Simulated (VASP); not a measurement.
The input files of a VASP run:

### INCAR
```
SYSTEM = Sc
PREC = Accurate
ENCUT = 500
EDIFF = 1E-6
NELM = 100
ALGO = Normal
LREAL = .FALSE.
LASPH = .TRUE.
ISMEAR = 1
SIGMA = 0.1
LMAXMIX = 4
LWAVE = .FALSE.
LCHARG = .FALSE.
IBRION = 2
ISIF = 3
NSW = 40
EDIFFG = -0.02
```

File POSCAR:
```
Sc
1
    1.6158027560    -2.7986523880     0.0000000000
    1.6158027560     2.7986523880    -0.0000000000
    0.0000000000     0.0000000000     4.9910544479
Sc
2
Direct
  0.3333330000   0.6666670000   0.2500000000
  0.6666670000   0.3333330000   0.7500000000
```

### KPOINTS
```
Automatic mesh
0
Gamma
13 13 7
0 0 0
```

POTCAR, in this order: Sc_sv (LDA.64 set). Program: vasp_std.

### Question
Translate this LDA calculation to Ansatz.

### Answer
One equivalent input (not run):
Ansatz 0.2 input:
```yaml
crystal:
  lattice:
    - [1.6158028, -2.7986524, 0.0000000]
    - [1.6158028, 2.7986524, 0.0000000]
    - [0.0000000, 0.0000000, 4.9910544]
  atoms:
    - { symbol: Sc, position: [0.3333330, 0.6666670, 0.2500000] }
    - { symbol: Sc, position: [0.6666670, 0.3333330, 0.7500000] }
kpoints:
  mp_grid: { grid: [13, 13, 7] }
hamiltonian:
  xc: lda
  pseudopotentials: { kind: paw }
scf:
  occupations: { method: methfessel_paxton, width: 0.1 }
  max_iter: 100
relax:
  max_steps: 40
  f_tol: 0.02
  cell: {}
output: { forces: true, stress: true, eigenvalues: true }
```
What does not carry over: each code has its own PAW files, so the cut-off isn't converted (ENCUT is set for VASP's; basis.ecutwfc is left out, and Ansatz then takes the one that its files recommend); Ansatz stops its SCF on the density residual and VASP on the energy change (EDIFF); Ansatz's lda is the Perdew-Wang form, while the LDA potentials of VASP carry Perdew-Zunger's.

The compound is Sc in the hcp structure. This run relaxes it. Symmetry was kept, so distortions that lower it aren't found.
